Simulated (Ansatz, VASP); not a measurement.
Hf2TiN3 in VASP and in Ansatz

File INCAR:

```
PREC = Accurate
ENCUT = 520
EDIFF = 1E-7
ISMEAR = 0
SIGMA = 0.1
LREAL = F
LASPH = T
NELM = 150
ALGO = Normal
ISIF = 2
LWAVE = F
LCHARG = F
ISPIN = 2
MAGMOM = 0 0 1 0 0 0
LORBIT = 11
LMAXMIX = 4
GGA = PE
NBANDS = 36
```

File KPOINTS:

```
Automatic mesh
0
Gamma
  6 6 2
```

POSCAR

```
Hf2TiN3
1.0
    3.1639878000      0.0000000000      0.0000000000
   -1.5819939000      2.7400938000      0.0000000000
    0.0000000000      0.0000000000      7.6736894000
Hf Ti N
2 1 3
Direct
    0.3333333000      0.6666667000      0.6757570000
    0.6666667000      0.3333333000      0.3242430000
    0.0000000000      0.0000000000      0.0000000000
    0.6666667000      0.3333333000      0.8422610000
    0.0000000000      0.0000000000      0.5000000000
    0.3333333000      0.6666667000      0.1577390000
```

Input for Ansatz:

```yaml
crystal:
  lattice:
    - [3.1639878, 0.0, 0.0]
    - [-1.5819939, 2.7400938, 0.0]
    - [0.0, 0.0, 7.6736894]
  atoms:
    - { symbol: Hf, position: [0.3333333, 0.6666667, 0.675757] }
    - { symbol: Hf, position: [0.6666667, 0.3333333, 0.324243] }
    - { symbol: Ti, position: [0.0, 0.0, 0.0], spin: 1.0 }
    - { symbol: "N", position: [0.6666667, 0.3333333, 0.842261] }
    - { symbol: "N", position: [0.0, 0.0, 0.5] }
    - { symbol: "N", position: [0.3333333, 0.6666667, 0.157739] }
basis:
  ecutwfc: 420
kpoints:
  mp_grid: { grid: [6, 6, 2] }
hamiltonian:
  xc: pbe
scf:
  occupations: { method: gaussian, width: 0.1 }
  lower_state_search: "off"
output:
  forces: true
  stress: true
  eigenvalues: true
  populations: true
magnetization:
  spin_polarized: true
```

Alike in both runs: task single point; functional PBE; k mesh 6 × 6 × 2; occupations gaussian, width 0.1 eV; collinear spin.

|  | VASP | Ansatz |
| --- | --- | --- |
| version | VASP 6.6.1 | Ansatz 0.2.0 |
| potentials or method | VASP PAW PBE potentials, release 64 (Hf_pv, Ti_sv, N) | scalar-relativistic, plane waves, PAW |
| plane-wave cutoff (eV) | 520 | 420 |
| valence electrons in the cell | 47 | 79 |

```csv
,VASP,Ansatz,Ansatz less VASP
gap on the k mesh at the Fermi level (eV),none,none,-
pressure (GPa),-1.6,0.0,+1.58
largest component of the traceless stress (GPa),1.13,1.17,+0.048
rms of the force components (eV/Å),0.079,0.076,-0.0026
net moment per atom (μB),0.00,0.00,0.000
```

Atom by atom the forces differ by 0.045 eV/Å (rms over components). A gap of «none» marks a metal or a gap that the smearing closes. The two sets of potentials don't hold the same shells in valence. Ansatz warned: «seeded_moment_not_kept».

Caveats: the k mesh is coarse (spacing up to 0.41 Å⁻¹), so the values aren't converged. The runs have no spin-orbit coupling, so splittings on Hf are missing.
